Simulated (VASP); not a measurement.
Level of theory: PBE GGA, VASP's PBE PAW potentials (set 64) (plane waves; VASP 6.6.1).

A VASP calculation is set up with these files.

KPOINTS:
```
Regular mesh
0
G
  11 11 11
```

INCAR:
```
SYSTEM = NiAl
PREC = Accurate; ENCUT = 400; LREAL = .FALSE.
LASPH = .TRUE.
EDIFF = 1E-6; NELM = 100; ALGO = Normal
LMAXMIX = 4
ISMEAR = 1; SIGMA = 0.1
GGA = PE
IBRION = 2; NSW = 60; ISIF = 3
EDIFFG = -0.01
LWAVE = .FALSE.; LCHARG = .FALSE.
```

**POSCAR**
```
NiAl
1
    2.8900000000     0.0000000000     0.0000000000
    0.0000000000     2.8900000000     0.0000000000
    0.0000000000     0.0000000000     2.8900000000
Al Ni
1 1
Direct
  0.5000000000   0.5000000000   0.5000000000
  0.0000000000   0.0000000000   0.0000000000
```

POTCAR, in this order: Al Ni (PBE.64 set). Program: vasp_std.

Output of the run:

### OSZICAR
```
       N       E                     dE             d eps       ncg     rms          rms(c)
DAV:   1     0.325963279793E+02    0.32596E+02   -0.47368E+03  1160   0.110E+03
DAV:   2    -0.109895506044E+02   -0.43586E+02   -0.41017E+02  1134   0.185E+02
DAV:   3    -0.119418917631E+02   -0.95234E+00   -0.94645E+00  1350   0.350E+01
DAV:   4    -0.119559844767E+02   -0.14093E-01   -0.14088E-01  1308   0.387E+00
DAV:   5    -0.119563905627E+02   -0.40609E-03   -0.40608E-03  1270   0.663E-01    0.118E+01
DAV:   6    -0.138484407089E+02   -0.18921E+01   -0.58194E+01  1246   0.130E+02    0.157E+01
DAV:   7    -0.105563058212E+02    0.32921E+01   -0.16703E+01  1238   0.781E+01    0.112E+00
DAV:   8    -0.105493630147E+02    0.69428E-02   -0.43770E-01  1400   0.834E+00    0.101E+00
DAV:   9    -0.105358278772E+02    0.13535E-01   -0.56364E-02  1304   0.385E+00    0.181E-01
DAV:  10    -0.105354687110E+02    0.35917E-03   -0.14589E-03  1288   0.594E-01    0.760E-02
DAV:  11    -0.105354639863E+02    0.47246E-05   -0.42355E-05  1364   0.682E-02    0.268E-02
DAV:  12    -0.105354619389E+02    0.20474E-05   -0.35443E-06   968   0.350E-02    0.314E-03
DAV:  13    -0.105354614906E+02    0.44827E-06   -0.35410E-07   570   0.627E-03
   1 F= -.10535461E+02 E0= -.10535284E+02  d E =-.105355E+02
       N       E                     dE             d eps       ncg     rms          rms(c)
DAV:   1    -0.105428751197E+02   -0.74132E-02   -0.95423E-02  1204   0.579E+00    0.790E-01
DAV:   2    -0.105514662274E+02   -0.85911E-02   -0.27787E-01  1260   0.889E+00    0.104E+00
DAV:   3    -0.105356742348E+02    0.15792E-01   -0.11367E-01  1262   0.574E+00    0.122E-01
DAV:   4    -0.105354882044E+02    0.18603E-03   -0.73267E-04  1186   0.325E-01    0.128E-02
DAV:   5    -0.105354890404E+02   -0.83599E-06   -0.17347E-05  1638   0.450E-02    0.665E-03
DAV:   6    -0.105354901901E+02   -0.11497E-05   -0.90654E-07   602   0.113E-02    0.127E-03
DAV:   7    -0.105354902525E+02   -0.62491E-07   -0.86948E-08   560   0.424E-03
   2 F= -.10535490E+02 E0= -.10535319E+02  d E =-.287619E-04
       N       E                     dE             d eps       ncg     rms          rms(c)
DAV:   1    -0.105371664990E+02   -0.16763E-02   -0.20651E-02  1214   0.268E+00    0.371E-01
DAV:   2    -0.105391160401E+02   -0.19495E-02   -0.61657E-02  1264   0.418E+00    0.486E-01
DAV:   3    -0.105355919114E+02    0.35241E-02   -0.24756E-02  1254   0.270E+00    0.515E-02
DAV:   4    -0.105355607614E+02    0.31150E-04   -0.13939E-04  1142   0.113E-01    0.122E-02
DAV:   5    -0.105355594208E+02    0.13406E-05   -0.10718E-05  1272   0.498E-02    0.291E-03
DAV:   6    -0.105355592263E+02    0.19450E-06   -0.34639E-07   596   0.732E-03
   3 F= -.10535559E+02 E0= -.10535385E+02  d E =-.977357E-04
```

File OUTCAR:
```
------------------------ aborting loop because EDIFF is reached ----------------------------------------
  FORCE on cell =-STRESS in cart. coord.  units (eV):
  Direction    XX          YY          ZZ          XY          YZ          ZX
  --------------------------------------------------------------------------------------
  Total       -0.0008949     -0.0008949     -0.0008949     -0.0000000     -0.0000000      0.0000000
  in kB       -0.0592323     -0.0592323     -0.0592323     -0.0000000     -0.0000000      0.0000000
  external PRESSURE =      -0.0592323 kB  Pullay stress =       0.0000000 kB
  volume of cell :       24.21
      direct lattice vectors                 reciprocal lattice vectors
     2.892690333 -0.000000000 -0.000000000     0.345698946  0.000000000  0.000000000
     0.000000000  2.892690333  0.000000000     0.000000000  0.345698946  0.000000000
     0.000000000 -0.000000000  2.892690333     0.000000000 -0.000000000  0.345698946
 POSITION                                       TOTAL-FORCE (eV/Angst)
 -----------------------------------------------------------------------------------
      1.44635      1.44635      1.44635         0.000000      0.000000      0.000000
      0.00000      0.00000      0.00000         0.000000     -0.000000      0.000000
 -----------------------------------------------------------------------------------
    total drift:                                0.000000      0.000000      0.000000
  FREE ENERGIE OF THE ION-ELECTRON SYSTEM (eV)
  ---------------------------------------------------
  free  energy   TOTEN  =       -10.5355592263 eV

  energy  without entropy=      -10.5350368197  energy(sigma->0) =      -10.53538509

 reached required accuracy - stopping structural energy minimisation
```
(Selected blocks of OUTCAR.)

**CONTCAR**
```
NiAl
   1.00000000000000
     2.8926903333181255   -0.0000000000000000   -0.0000000000000000
     0.0000000000000000    2.8926903333181255    0.0000000000000000
     0.0000000000000000   -0.0000000000000000    2.8926903333181255
  Al              Ni
     1     1
Direct
     0.5000000000000000    0.5000000000000000    0.5000000000000000
     0.0000000000000000    0.0000000000000000    0.0000000000000000
```

The compound is NiAl in the CsCl type structure. This run relaxes it. Symmetry was kept, so distortions that lower it aren't found. The run is not spin-polarised, so no magnetic state was tried. The electron count is odd and the run is not spin-polarised, which forces a metal.
